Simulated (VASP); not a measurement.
# TiB (relaxed from the NiAs type structure, space group P6_3/mmc): computed properties

Calculation: PBE GGA, VASP's PBE PAW potentials (set 64) (plane waves; VASP 6.6.1).

| Item | Value |
|---|---|
| space group | P6_3/mmc (194) |
| cell | a = b = 3.1044 Å, c = 5.8806 Å, α = β = 90.00°, γ = 120.00° |
| volume per atom | 12.27 Å^3/atom |
| band gap (over mesh and band path) | none (metal, semimetal or under 0.01 eV) |
| density | 3.97 g/cm³ |

```cif
data_B2Ti2
_chemical_formula_sum 'Ti2 B2'
_space_group_name_H-M_alt 'P63/mmc'
_space_group_IT_number 194
_space_group_name_Hall '-P 6c 2c'
_cell_length_a 3.10441
_cell_length_b 3.10441
_cell_length_c 5.88062
_cell_angle_alpha 90.000
_cell_angle_beta 90.000
_cell_angle_gamma 120.000
loop_
_atom_site_label
_atom_site_type_symbol
_atom_site_symmetry_multiplicity
_atom_site_Wyckoff_symbol
_atom_site_fract_x
_atom_site_fract_y
_atom_site_fract_z
_atom_site_occupancy
Ti1 Ti 2 a 0.00000 0.00000 0.00000 1
B1 B 2 c 0.33333 0.66667 0.25000 1
```

The structure was generated: TiB was put into the NiAs type type (P6_3/mmc), which need not be its known phase. It was relaxed first, which changed the volume by -31 %. Symmetry was kept, so distortions that lower it aren't found.
